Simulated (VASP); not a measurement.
Input of a VASP 6.6.1 run:

File INCAR:

```
ALGO     = Normal         # electronic algorithm
BPARAM   = 11.95        
CPARAM   = 0.0093       
EDIFF    = 1E-7           # SCF threshold, eV
EDIFFG   = -0.002         # ionic threshold
ENCUT    = 520            # plane-wave cutoff, eV
IBRION   = 2              # ionic algorithm
ISIF     = 3              # what is computed and relaxed
ISMEAR   = 0              # smearing method
IVDW_NL  = 2            
LASPH    = T              # aspherical terms in the spheres
LCHARG   = F              # write CHGCAR
LMIXTAU  = T            
LREAL    = F              # projectors in reciprocal space
LUSE_VDW = T            
LWAVE    = F              # write WAVECAR
METAGGA  = R2SCAN         # meta-GGA
NELM     = 60             # most SCF steps
NSW      = 80             # ionic steps
PREC     = Accurate       # precision mode
SIGMA    = 0.02           # smearing width, eV
```

KPOINTS

```
k-points
0
Gamma
  10 10 10
```

Contents of POSCAR:

```
PbSe                                    
1.0
    0.0000000000      3.0735991403      3.0735991403
    3.0735991403      0.0000000000      3.0735991403
    3.0735991403      3.0735991403     -0.0000000000
  Pb              Se            
     1     1
Direct
     0.0000000000000000    0.0000000000000000    0.0000000000000000
     0.5000000000000000    0.5000000000000000    0.5000000000000000
```

Potentials or basis: VASP PAW PBE potentials, release 64 (Pb_d, Se).

The run is started by

```sh
$ cat potpaw_PBE.64/Pb_d/POTCAR potpaw_PBE.64/Se/POTCAR > POTCAR
$ mpirun -np 1 vasp_std > vasp.out
```

(1) What does it give for the band gap on the k mesh?

## Answers

(1) 0.58 eV, direct.

Caveat: the relaxation stopped at its first step, so nothing moved; spin-orbit coupling is left out, which as a rule narrows the gap of such compounds by several tenths of an eV.
